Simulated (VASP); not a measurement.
Here is a VASP 6.6.1 calculation.

File INCAR:

```
SYSTEM = SrRh
ALGO = Normal ; EDIFF = 1E-7
ENCUT = 520 ; GGA = PE
ISIF = 2 ; ISMEAR = -1
LASPH = .TRUE. ; LCHARG = .FALSE.
LREAL = .FALSE. ; LWAVE = .FALSE.
NBANDS = 20 ; NELM = 100
PREC = Accurate ; SIGMA = 0.05
```

The input KPOINTS:

```
k-points
0
G
  8 8 8
  0 0 0
```

The input POSCAR:

```
SrRh
1.0
    0.0000000000      2.9927300000      2.9927300000
    2.9927300000      0.0000000000      2.9927300000
    2.9927300000      2.9927300000      0.0000000000
Sr Rh
1 1
Direct
    0.0000000000      0.0000000000      0.0000000000
    0.5000000000      0.5000000000      0.5000000000
```

Potentials or basis: VASP PAW PBE potentials, release 64 (Sr_sv, Rh_pv).

Run with:

```console
$ cat potpaw_PBE.64/Sr_sv/POTCAR potpaw_PBE.64/Rh_pv/POTCAR > POTCAR
$ mpirun -np 1 vasp_std > vasp.out
```

Estimate the pressure.

0.3 GPa.

What does it give for the band gap on the k mesh?

None (metal or under the smearing width).
